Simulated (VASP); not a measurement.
Here is the system:

```
CELL_PARAMETERS angstrom
      5.03738     0.00000     0.00000
      0.00000     8.99469     0.00000
      0.00000     0.00000     5.34066
ATOMIC_POSITIONS crystal
  Ti 0.13791 0.37103 0.40258
  Ti 0.86209 0.62897 0.59742
  Ti 0.36209 0.62897 0.90258
  Ti 0.63791 0.37103 0.09742
  Ti 0.63791 0.12897 0.59742
  Ti 0.36209 0.87103 0.40258
  Ti 0.86209 0.87103 0.09742
  Ti 0.13791 0.12897 0.90258
  O  0.46471 0.26971 0.38999
  O  0.53529 0.73029 0.61001
  O  0.03529 0.73029 0.88999
  O  0.96471 0.26971 0.11001
  O  0.96471 0.23029 0.61001
  O  0.03529 0.76971 0.38999
  O  0.53529 0.76971 0.11001
  O  0.46471 0.23029 0.88999
  O  0.81663 0.01048 0.85119
  O  0.18337 0.98952 0.14881
  O  0.68337 0.98952 0.35119
  O  0.31663 0.01048 0.64881
  O  0.31663 0.48952 0.14881
  O  0.68337 0.51048 0.85119
  O  0.18337 0.51048 0.64881
  O  0.81663 0.48952 0.35119
```

These are PBE GGA, VASP's PBE PAW potentials (set 64) (plane waves; VASP) values and carry that method's errors. Settings: LREAL = Auto, 400 eV cut-off, 3×2×3 Γ-centred mesh, Gaussian smearing of 0.010 eV, potentials Ti_sv O.

At this cut-off the stress carries a Pulay error, which pulls relaxed volumes low.

Problem. Estimate the energy per atom (σ→0), pressure, largest force, band gap (on the k-mesh) with the smallest direct gap where there is one.

Solution. 
```
Property                                         Result
-----------------------------------  ------------------
band gap (on the k-mesh)                        2.45 eV
smallest direct gap (on the k-mesh)             2.45 eV
energy per atom (σ→0)                -859.9 kJ/mol-atom
pressure                                      15.62 GPa
largest force                           0.01083 Ha/bohr
```

Only differences to runs with the same potentials and settings are physical.

The structure comes from a computed database's TiO2 entry, a phase known from measurement. The cell was not relaxed at this level.
